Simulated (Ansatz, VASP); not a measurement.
## ZrCu: VASP beside Ansatz

```xyz
2
Lattice="3.2527 0.0000 0.0000 0.0000 3.2527 0.0000 0.0000 0.0000 3.2527" Properties=species:S:1:pos:R:3 pbc="T T T"
Zr    1.6263    1.6263    1.6263
Cu    0.0000    0.0000    0.0000
```

The cell comes from a database or a generator and needn't be the stable form of this composition.

Alike in both runs: task single point; functional LDA; k mesh 10 × 10 × 10; no spin polarisation.

|  | VASP | Ansatz |
| --- | --- | --- |
| version | VASP 6.6.1 | Ansatz 0.2.0 |
| potentials or method | VASP PAW LDA potentials, release 64 (Zr_sv, Cu), cutoff 520 eV | all-electron (LAPW or listed datasets) |
| occupations | fermi-dirac, width 0.1 eV | fermi-dirac |

Ansatz gave:

```
gap on the k mesh at the Fermi level (eV) : none
pressure (GPa)                            : -6.9
```

Estimate VASP's values.

gap on the k mesh at the Fermi level (eV): none; pressure (GPa): -6.5.

A gap of «none» marks a metal or a gap that the smearing closes. Ansatz ran all-electron here, so the differences hold the error of VASP's frozen core and of both bases.
